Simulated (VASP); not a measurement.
Ca:

```
CELL_PARAMETERS angstrom
0.00000 2.76431 2.76431
2.76431 0.00000 2.76431
2.76431 2.76431 0.00000
ATOMIC_POSITIONS crystal
Ca 0.00000 0.00000 0.00000
```

Base run:

```yaml
Program: VASP 6.6.1
Functional: PBEsol
Potentials_or_basis: VASP PAW PBE potentials, release 64 (Ca_sv)
Cutoff: 600 eV
k_mesh: 13 × 13 × 13
Occupations: methfessel-paxton, width 0.1 eV
Spin: no spin polarisation
```

Its results: band gap on the k mesh none (metal or under the smearing width); pressure -0.7 GPa.

Question: After a change of settings the same cell gave: band gap on the k mesh none (metal or under the smearing width); pressure 0.4 GPa. Which change was it?
A. functional from PBEsol to r2SCAN; cutoff from 600 eV to 450 eV; further incar settings from ALGO = Fast; EDIFF = 1e-06 to ALGO = Normal; EDIFF = 1e-06
B. cutoff from 600 eV to 450 eV
C. functional from PBEsol to LDA; potentials or basis from VASP PAW PBE potentials, release 64 (Ca_sv) to VASP PAW LDA potentials, release 64 (Ca_sv); cutoff from 600 eV to 450 eV

Answer: A.

Caveats: the PAW data sets were made with another functional, which shifts forces and pressure a little.
